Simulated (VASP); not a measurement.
Na3SnP, 5 atoms in the cell. The structure is cubic, space group Pm-3m (No. 221). Conventional cell: a = 4.574 Å, b = 4.574 Å, c = 4.574 Å, α = 90.00°, β = 90.00°, γ = 90.00°. Sn (site symmetry m-3m) is surrounded by 12 Na at 3.23 Å. Na (site symmetry 4/mmm) is surrounded by 2 P at 2.29 Å. P (site symmetry m-3m) has 6 Na at 2.29 Å as nearest neighbours. The cell was built by a generator and needn't be a form met in nature.

| Property | Result |
| --- | --- |
| Program | VASP 6.6.1 |
| Task | single point |
| Functional | PBEsol |
| Potentials or basis | VASP PAW PBE potentials, release 64 (Sn_d, Na_pv, P) |
| Cutoff | 520 eV |
| k mesh | 4 × 4 × 4 |
| Occupations | gaussian, width 0.0165 eV |
| Spin | no spin polarisation |
| Dipole correction | no |
| Further INCAR settings | ALGO = Normal; EDIFF = 1e-07; NBANDS = 28 |

Potentials or basis: VASP PAW PBE potentials, release 64 (Sn_d, Na_pv, P).

Command:

```sh
$ cat potpaw_PBE.64/Sn_d/POTCAR potpaw_PBE.64/Na_pv/POTCAR potpaw_PBE.64/P/POTCAR > POTCAR
$ mpirun -np 1 vasp_std > vasp.out
```

Hardware: 1 thread of Intel(R) Xeon(R) Platinum 8259CL CPU @ 2.50GHz (Skylake/Cascade Lake) (shared host).

Q: How long does it take, and how much memory?

A: Wall time 33 s on 1 thread of Intel(R) Xeon(R) Platinum 8259CL CPU @ 2.50GHz (Skylake/Cascade Lake), with other jobs on the host, peak memory 0.21 GiB. Counts: scf iterations 15, k points 10.
